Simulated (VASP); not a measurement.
These are PBEsol GGA, VASP's PBE PAW potentials (set 64) (plane waves; VASP) values and carry that method's errors.

Input for VASP

### KPOINTS
```
Automatic mesh
0
Gamma
12 12 12
0 0 0
```

### POSCAR
```
ZrB
1.0
  0.0000000000   2.4315833200   2.4315833200
  2.4315833200   0.0000000000   2.4315833200
  2.4315833200   2.4315833200   0.0000000000
Zr B
1 1
direct
  0.0000000000   0.0000000000   0.0000000000
  0.5000000000   0.5000000000   0.5000000000
```

INCAR:
```
ALGO  =  Normal
EDIFF  =  1E-6
EDIFFG  =  -0.01
ENCUT  =  520
GGA  =  PS
IBRION  =  2
ISIF  =  3
ISMEAR  =  1
LASPH  =  .TRUE.
LCHARG  =  .FALSE.
LMAXMIX  =  4
LREAL  =  .FALSE.
LWAVE  =  .FALSE.
NELM  =  100
NSW  =  60
PREC  =  Accurate
SIGMA  =  0.1
SYSTEM  =  ZrB
```

POTCAR, in this order: Zr_sv B (PBE.64 set). Program: vasp_std.

Question: What does the run give for the energy per atom (σ→0), volume per atom, band gap (on the k-mesh)?

Answer: 
```
Quantity                                                    Result
------------------------  ----------------------------------------
energy per atom (σ→0)                               -8.462 eV/atom
band gap (on the k-mesh)  none (metal, semimetal or under 0.01 eV)
volume per atom                                      14.40 Å³/atom
```

File OSZICAR:
```
...
       N       E                     dE             d eps       ncg     rms          rms(c)
DAV:   1    -0.169244197620E+02   -0.26179E-03   -0.84562E-03  1605   0.111E+00    0.187E-01
DAV:   2    -0.169241902372E+02    0.22952E-03   -0.71093E-04  1672   0.329E-01    0.496E-02
DAV:   3    -0.169241597247E+02    0.30512E-04   -0.24355E-04  2284   0.136E-01    0.271E-02
DAV:   4    -0.169241637562E+02   -0.40315E-05   -0.84340E-06  1962   0.273E-02    0.115E-02
DAV:   5    -0.169241662243E+02   -0.24681E-05   -0.74178E-06  2011   0.181E-02    0.852E-03
DAV:   6    -0.169241664071E+02   -0.18276E-06   -0.72651E-07  1081   0.866E-03
   2 F= -.16924166E+02 E0= -.16924192E+02  d E =-.867929E-05
```

The structure was generated: ZrB was put into the rock salt type (Fm-3m), which need not be its known phase. This run relaxes it. Symmetry was kept, so distortions that lower it aren't found. The start is the result of an earlier pass. The electron count is odd and the run is not spin-polarised, which forces a metal.
